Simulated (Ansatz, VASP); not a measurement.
**NaLiCl2: VASP beside Ansatz**

INCAR

```
PREC = Accurate
ENCUT = 520
EDIFF = 1E-7
ISMEAR = 0
SIGMA = 0.01
LREAL = False
LASPH = True
NELM = 100
ALGO = Normal
ISIF = 2
LWAVE = False
LCHARG = False
GGA = PE
NBANDS = 20
```

File KPOINTS:

```
regular mesh
0
Gamma
  6 6 6
```

POSCAR

```
NaLiCl2
1.0
    1.8915979397      1.0921145797      6.2476405587
   -1.8915979397      1.0921145797      6.2476405587
    0.0000000000     -2.1842291593      6.2476405587
Li Na Cl
1 1 2
Direct
    1.0000000000      0.0000000000      0.0000000000
    0.5000000000      0.5000000000      0.5000000000
    0.2566860793      0.2566860793      0.2566860793
    0.7433139207      0.7433139207      0.7433139207
```

Input for Ansatz:

```yaml
crystal:
  lattice:
    - [1.8915979397, 1.0921145797, 6.2476405587]
    - [-1.8915979397, 1.0921145797, 6.2476405587]
    - [0.0, -2.1842291593, 6.2476405587]
  atoms:
    - { symbol: Li, position: [1.0, 0.0, 0.0] }
    - { symbol: Na, position: [0.5, 0.5, 0.5] }
    - { symbol: Cl, position: [0.2566860793, 0.2566860793, 0.2566860793] }
    - { symbol: Cl, position: [0.7433139207, 0.7433139207, 0.7433139207] }
kpoints:
  mp_grid: { grid: [6, 6, 6] }
hamiltonian:
  xc: pbe
scf:
  occupations: { method: fixed }
output:
  optics:
    e_range: [0, 21]
    de: 0.05
    sigma: 0.1
    bands: { spectra_wanted_up_to: 21 }
    scissors: 1.383
  write_density: true
  write_potential: true
  elf: true
  volumetric_format: npy
```

Alike in both runs: task single point; functional PBE; k mesh 6 × 6 × 6; no spin polarisation.

|  | VASP | Ansatz |
| --- | --- | --- |
| version | VASP 6.6.1 | Ansatz 0.2.0 |
| potentials or method | VASP PAW PBE potentials, release 64 (Li_sv, Na_pv, Cl) | plane waves, PAW |
| plane-wave cutoff (eV) | 520 | 420 |
| occupations | gaussian, width 0.01 eV | fixed |
| valence electrons in the cell | 24 | 26 |

```tsv
	VASP	Ansatz	Ansatz less VASP
gap on the k mesh at the Fermi level (eV)	5.60	5.60	-0.005
```

The two sets of potentials don't hold the same shells in valence.

 A k mesh can miss the band edges.
